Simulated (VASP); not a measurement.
Method: modified Becke-Johnson potential (mBJ), VASP's PBE PAW potentials (set 64) (plane waves; VASP).

The input files of a VASP run:

### KPOINTS_OPT
```
k-points along high-symmetry lines
11
Line-mode
Reciprocal
  0.000000   0.000000   0.000000 ! GAMMA
  0.500000   0.000000   0.500000 ! X

  0.500000   0.000000   0.500000 ! X
  0.625000   0.250000   0.625000 ! U

  0.375000   0.375000   0.750000 ! K
  0.000000   0.000000   0.000000 ! GAMMA

  0.000000   0.000000   0.000000 ! GAMMA
  0.500000   0.500000   0.500000 ! L

  0.500000   0.500000   0.500000 ! L
  0.500000   0.250000   0.750000 ! W

  0.500000   0.250000   0.750000 ! W
  0.500000   0.000000   0.500000 ! X
```

POSCAR:
```
KCl
1
    0.0000000000     3.1910210739     3.1910210739
    3.1910210739     0.0000000000     3.1910210739
    3.1910210739     3.1910210739     0.0000000000
K Cl
1 1
Direct
  0.0000000000   0.0000000000   0.0000000000
  0.5000000000   0.5000000000   0.5000000000
```

**INCAR**
```
LMIXTAU=.True.
LCHARG=.False.
ISMEAR=0   # Gaussian
AMIX=0.1
METAGGA=MBJ
SIGMA=0.05   # width (eV)
LASPH=.True.   # aspherical one-centre terms
NELM=300   # most electronic steps
ENCUT=520   # plane-wave cut-off (eV)
LWAVE=.False.
IMIX=1
LREAL=.False.   # projection in real space or not
EDIFF=1E-6   # SCF stop (eV)
ALGO=Normal   # blocked Davidson
PREC=Accurate
ISIF=0
SYSTEM=KCl
```

### KPOINTS
```
K-points
0
G
 6 6 6
```

POTCAR, in this order: K_sv Cl (PBE.64 set). Program: vasp_std. Read from the step before: WAVECAR.

The run wrote:

OSZICAR:
```
...
DAV: 217     0.888197958986E+02    0.21035E+02   -0.58425E+02   540   0.147E+02    0.111E+02
DAV: 218     0.922534189397E+02    0.34336E+01   -0.83537E+01   484   0.904E+01    0.229E+02
DAV: 219     0.941866004214E+02    0.19332E+01   -0.73329E+01   384   0.777E+01    0.347E+01
DAV: 220     0.922884311994E+02   -0.18982E+01   -0.24813E+01   436   0.303E+01    0.605E+01
DAV: 221     0.944642228430E+02    0.21758E+01   -0.61857E+00   428   0.170E+01    0.918E+01
DAV: 222     0.873695053340E+02   -0.70947E+01   -0.10390E+02   384   0.141E+02    0.146E+02
DAV: 223     0.888140659253E+02    0.14446E+01   -0.19424E+00   448   0.174E+01    0.143E+02
DAV: 224     0.928833803733E+02    0.40693E+01   -0.12862E+02   384   0.117E+02    0.202E+02
DAV: 225     0.941259384350E+02    0.12426E+01   -0.75679E+01   384   0.994E+01    0.715E+01
DAV: 226     0.828622147371E+02   -0.11264E+02   -0.84972E+01   440   0.131E+02    0.193E+02
DAV: 227     0.934605035629E+02    0.10598E+02   -0.19433E+02   384   0.137E+02    0.185E+02
DAV: 228    -0.192127956849E+04   -0.20147E+04   -0.23756E+04   528   0.544E+03    0.277E+03
DAV: 229     0.989596129231E+01    0.19312E+04   -0.47100E+03   424   0.579E+02    0.416E+02
DAV: 230     0.762154457449E+02    0.66319E+02   -0.17103E+03   636   0.180E+02    0.385E+02
DAV: 231     0.945901895764E+02    0.18375E+02   -0.14456E+02   500   0.106E+02    0.360E+02
DAV: 232     0.901071945587E+02   -0.44830E+01   -0.44114E+01   440   0.629E+01    0.358E+02
DAV: 233     0.922556289229E+02    0.21484E+01   -0.48432E+01   408   0.676E+01    0.149E+02
DAV: 234     0.946574131014E+02    0.24018E+01   -0.75410E+00   464   0.192E+01    0.173E+02
DAV: 235     0.939589500752E+02   -0.69846E+00   -0.48092E+00   432   0.152E+01    0.165E+02
DAV: 236     0.932714807901E+02   -0.68747E+00   -0.39770E+00   468   0.152E+01    0.173E+02
DAV: 237     0.895326297962E+02   -0.37389E+01   -0.74455E+01   428   0.113E+02    0.590E+01
DAV: 238     0.938392137746E+02    0.43066E+01   -0.10192E+01   384   0.270E+01    0.101E+01
DAV: 239    -0.219205077957E+04   -0.22859E+04   -0.18782E+04   400   0.533E+03    0.228E+03
DAV: 240     0.353084606455E+02    0.22274E+04   -0.38739E+03   396   0.554E+02    0.406E+02
DAV: 241     0.740705053395E+02    0.38762E+02   -0.16370E+03   648   0.261E+02    0.135E+02
DAV: 242     0.995218819239E+02    0.25451E+02   -0.49025E+02   536   0.185E+02    0.355E+02
DAV: 243     0.915310494134E+02   -0.79908E+01   -0.62064E+01   440   0.803E+01    0.412E+02
DAV: 244     0.932859476875E+02    0.17549E+01   -0.15462E+01   440   0.372E+01    0.303E+02
DAV: 245     0.927342531069E+02   -0.55169E+00   -0.95310E+00   472   0.277E+01    0.349E+02
DAV: 246     0.924813154178E+02   -0.25294E+00   -0.11742E+02   416   0.137E+02    0.238E+01
DAV: 247     0.911061769153E+02   -0.13751E+01   -0.82926E+01   392   0.891E+01    0.329E+02
DAV: 248     0.903614903580E+02   -0.74469E+00   -0.18189E+02   392   0.170E+02    0.426E+01
DAV: 249     0.946680217367E+02    0.43065E+01   -0.11350E+01   448   0.358E+01    0.816E+01
DAV: 250     0.903079322510E+02   -0.43601E+01   -0.23977E+01   452   0.650E+01    0.588E+01
DAV: 251     0.925073212116E+02    0.21994E+01   -0.11186E+02   384   0.106E+02    0.291E+02
DAV: 252     0.942910100592E+02    0.17837E+01   -0.36850E+01   388   0.674E+01    0.871E+01
DAV: 253     0.948395547966E+02    0.54854E+00   -0.22313E+00   388   0.103E+01    0.122E+02
DAV: 254     0.947006017399E+02   -0.13895E+00   -0.17562E+00   392   0.951E+00    0.128E+02
DAV: 255     0.671423077519E+02   -0.27558E+02   -0.32274E+02   396   0.287E+02    0.153E+02
DAV: 256     0.902287151899E+02    0.23086E+02   -0.33073E+02   388   0.169E+02    0.223E+02
DAV: 257     0.925425757287E+02    0.23139E+01   -0.11170E+02   408   0.790E+01    0.319E+01
DAV: 258     0.948770201342E+02    0.23344E+01   -0.22349E+01   432   0.325E+01    0.762E+01
DAV: 259     0.948551136225E+02   -0.21907E-01   -0.14513E+01   384   0.206E+01    0.677E+01
DAV: 260     0.939633265276E+02   -0.89179E+00   -0.10819E+01   432   0.233E+01    0.760E+01
DAV: 261    -0.155171304592E+04   -0.16457E+04   -0.16865E+04   416   0.473E+03    0.197E+03
DAV: 262    -0.100150098111E+02    0.15417E+04   -0.45692E+03   440   0.535E+02    0.363E+02
DAV: 263     0.801519494452E+02    0.90167E+02   -0.15211E+03   672   0.149E+02    0.264E+02
DAV: 264     0.917279829719E+02    0.11576E+02   -0.17156E+02   564   0.889E+01    0.337E+02
DAV: 265     0.921127872215E+02    0.38480E+00   -0.87507E+01   392   0.819E+01    0.181E+02
DAV: 266     0.901974046945E+02   -0.19154E+01   -0.59820E+01   388   0.661E+01    0.284E+01
DAV: 267     0.947055066482E+02    0.45081E+01   -0.28252E+01   448   0.430E+01    0.167E+02
DAV: 268    -0.348719980494E+01   -0.98193E+02   -0.10534E+03   440   0.645E+02    0.174E+02
DAV: 269     0.842375028375E+02    0.87725E+02   -0.73727E+02   384   0.247E+02    0.140E+02
DAV: 270     0.889087372293E+02    0.46712E+01   -0.29616E+02   416   0.103E+02    0.221E+02
DAV: 271     0.927572455350E+02    0.38485E+01   -0.92623E+01   436   0.863E+01    0.700E+01
DAV: 272     0.943032597413E+02    0.15460E+01   -0.30694E+01   384   0.301E+01    0.721E+01
DAV: 273     0.921725611545E+02   -0.21307E+01   -0.21675E+01   428   0.332E+01    0.742E+01
DAV: 274     0.933111588923E+02    0.11386E+01   -0.87026E+00   420   0.204E+01    0.109E+02
DAV: 275     0.932335013075E+02   -0.77658E-01   -0.30595E+01   408   0.648E+01    0.497E+01
DAV: 276     0.939330695934E+02    0.69957E+00   -0.16524E+01   428   0.441E+01    0.813E+01
DAV: 277    -0.169561281189E+03   -0.26349E+03   -0.27537E+03   456   0.116E+03    0.297E+02
DAV: 278     0.643516791771E+02    0.23391E+03   -0.14435E+03   384   0.293E+02    0.708E+01
DAV: 279     0.860141475228E+02    0.21662E+02   -0.71146E+02   596   0.153E+02    0.113E+02
DAV: 280    -0.119042281877E+04   -0.12764E+04   -0.16527E+04   532   0.526E+03    0.294E+02
DAV: 281     0.287840598688E+02    0.12192E+04   -0.29651E+03   528   0.394E+02    0.837E+01
DAV: 282     0.839047852918E+02    0.55121E+02   -0.13353E+03   520   0.184E+02    0.906E+01
DAV: 283     0.920073412862E+02    0.81026E+01   -0.20188E+02   464   0.123E+02    0.115E+02
DAV: 284     0.899216369988E+02   -0.20857E+01   -0.86752E+01   392   0.623E+01    0.148E+02
DAV: 285     0.876294744336E+02   -0.22922E+01   -0.95709E+01   432   0.800E+01    0.498E+01
DAV: 286     0.922693771609E+02    0.46399E+01   -0.29378E+01   440   0.360E+01    0.486E+01
DAV: 287     0.204818092341E+02   -0.71788E+02   -0.85203E+02   592   0.528E+02    0.121E+02
DAV: 288     0.835537768563E+02    0.63072E+02   -0.66975E+02   396   0.233E+02    0.457E+01
DAV: 289     0.849090636612E+02    0.13553E+01   -0.24791E+02   408   0.957E+01    0.108E+02
DAV: 290     0.930393830786E+02    0.81303E+01   -0.92011E+01   444   0.955E+01    0.735E+01
DAV: 291     0.937955069683E+02    0.75612E+00   -0.30596E+01   384   0.374E+01    0.832E+01
DAV: 292     0.898716680107E+02   -0.39238E+01   -0.25951E+01   428   0.452E+01    0.163E+02
DAV: 293     0.908355168098E+02    0.96385E+00   -0.90859E+01   408   0.912E+01    0.166E+02
DAV: 294     0.818158212998E+02   -0.90197E+01   -0.37924E+02   384   0.274E+02    0.240E+02
DAV: 295    -0.523603885416E+02   -0.13418E+03   -0.65423E+02   528   0.424E+02    0.197E+02
DAV: 296     0.639275761650E+02    0.11629E+03   -0.13103E+03   384   0.396E+02    0.606E+01
DAV: 297     0.916316642525E+02    0.27704E+02   -0.53772E+02   460   0.134E+02    0.168E+01
DAV: 298     0.904267157529E+02   -0.12049E+01   -0.10911E+02   452   0.742E+01    0.146E+02
DAV: 299    -0.504692039569E+03   -0.59512E+03   -0.82617E+03   536   0.270E+03    0.313E+02
DAV: 300     0.343651024227E+02    0.53906E+03   -0.24090E+03   384   0.378E+02
   1 F= 0.34365102E+02 E0= 0.34365566E+02  d E =-.926910E-03
       N       E                     dE             ncg
       N       E                     dE             ncg
       N       E                     dE             ncg
       N       E                     dE             ncg
       N       E                     dE             ncg
```

### OUTCAR
```
------------------------ aborting loop EDIFF was not reached (unconverged)  ----------------------------
  volume of cell :       64.99
      direct lattice vectors                 reciprocal lattice vectors
     0.000000000  3.191021074  3.191021074    -0.156689658  0.156689658  0.156689658
     3.191021074  0.000000000  3.191021074     0.156689658 -0.156689658  0.156689658
     3.191021074  3.191021074  0.000000000     0.156689658  0.156689658 -0.156689658
  FREE ENERGIE OF THE ION-ELECTRON SYSTEM (eV)
  ---------------------------------------------------
  free  energy   TOTEN  =        34.3651024227 eV

  energy  without entropy=       34.3660293328  energy(sigma->0) =       34.36556588

     CMBJ =    1.0000

     CMBJA=   -0.0120

     CMBJB=    1.0230

     CMBJE=    0.5000

    CMBJ =    2.0000
```
(Selected blocks of OUTCAR.)

**stdout**
```
...
DAV: 292     0.898716680107E+02   -0.39238E+01   -0.25951E+01   428   0.452E+01    0.163E+02
DAV: 293     0.908355168098E+02    0.96385E+00   -0.90859E+01   408   0.912E+01    0.166E+02
DAV: 294     0.818158212998E+02   -0.90197E+01   -0.37924E+02   384   0.274E+02    0.240E+02
DAV: 295    -0.523603885416E+02   -0.13418E+03   -0.65423E+02   528   0.424E+02    0.197E+02
DAV: 296     0.639275761650E+02    0.11629E+03   -0.13103E+03   384   0.396E+02    0.606E+01
DAV: 297     0.916316642525E+02    0.27704E+02   -0.53772E+02   460   0.134E+02    0.168E+01
DAV: 298     0.904267157529E+02   -0.12049E+01   -0.10911E+02   452   0.742E+01    0.146E+02
DAV: 299    -0.504692039569E+03   -0.59512E+03   -0.82617E+03   536   0.270E+03    0.313E+02
DAV: 300     0.343651024227E+02    0.53906E+03   -0.24090E+03   384   0.378E+02

 -----------------------------------------------------------------------------
|                                                                             |
|           W    W    AA    RRRRR   N    N  II  N    N   GGGG   !!!           |
|           W    W   A  A   R    R  NN   N  II  NN   N  G    G  !!!           |
|           W    W  A    A  R    R  N N  N  II  N N  N  G       !!!           |
|           W WW W  AAAAAA  RRRRR   N  N N  II  N  N N  G  GGG   !            |
|           WW  WW  A    A  R   R   N   NN  II  N   NN  G    G                |
|           W    W  A    A  R    R  N    N  II  N    N   GGGG   !!!           |
|                                                                             |
|     The electronic self-consistency was not achieved in the given           |
|     number of steps (NELM). The forces and other quantities evaluated       |
|     might not be reliable so examine the results carefully. If you find     |
|     spurious results, we suggest increasing NELM, if you were close to      |
|     convergence or switching to a different ALGO or adjusting the           |
|     density mixing parameters otherwise.                                    |
|                                                                             |
 -----------------------------------------------------------------------------

   1 F= 0.34365102E+02 E0= 0.34365566E+02  d E =-.926910E-03
 Start KPOINTS_OPT (optional k-point list driver)
k-point batch [1-16\66]
       N       E                     dE             ncg
k-point batch [17-32\66]
       N       E                     dE             ncg
k-point batch [33-48\66]
       N       E                     dE             ncg
k-point batch [49-64\66]
       N       E                     dE             ncg
k-point batch [65-66\66]
       N       E                     dE             ncg
```

The run did not converge; its last values are not results.

mBJ is a potential without an energy functional, so only the levels count.

The compound is KCl in the rock salt structure. It was relaxed first. The cell's shape comes from a PBE relaxation.
